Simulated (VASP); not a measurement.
Consider the following.

```xyz
3
Lattice="1.5044 -2.6767 0.0000 1.5044 2.6767 0.0000 0.0000 0.0000 3.1769" Properties=species:S:1:pos:R:3 pbc="T T T"
Ti     0.0000     0.0000     0.0000
B      1.5044     0.8922     1.5885
B      1.5732    -0.8922     1.5885
```

Computed with PBE GGA + U (Dudarev), VASP's PBE PAW potentials (set 64) (plane waves; VASP 6.6.1). Settings: 520 eV cut-off, 10×10×9 Γ-centred mesh, first-order Methfessel-Paxton smearing of 0.10 eV, potentials Ti_sv B, U − J: Ti 1.00 eV.

Predict the energy per atom (σ→0), pressure, largest force, band gap (on the k-mesh) with the smallest direct gap where there is one.

* **band gap (on the k-mesh)**: none (metal, semimetal or under 0.01 eV)
* **energy per atom (σ→0)**: -757.0 kJ/mol of atoms
* **pressure**: 3.14 GPa
* **largest force**: 1.351 eV/Å

The absolute energy has meaning only against runs of the same code, potentials and settings.

The compound is TiB2 in the AlB2 type structure. The cell was not relaxed at this level, atoms are displaced from their ideal sites. The run is one of a series of settings (LDAU = .TRUE., LDAUJ = 0 0, LDAUL = 2 -1, LDAUTYPE = 2, LDAUU = 1.0 0 against the base run), some of them coarse on purpose.
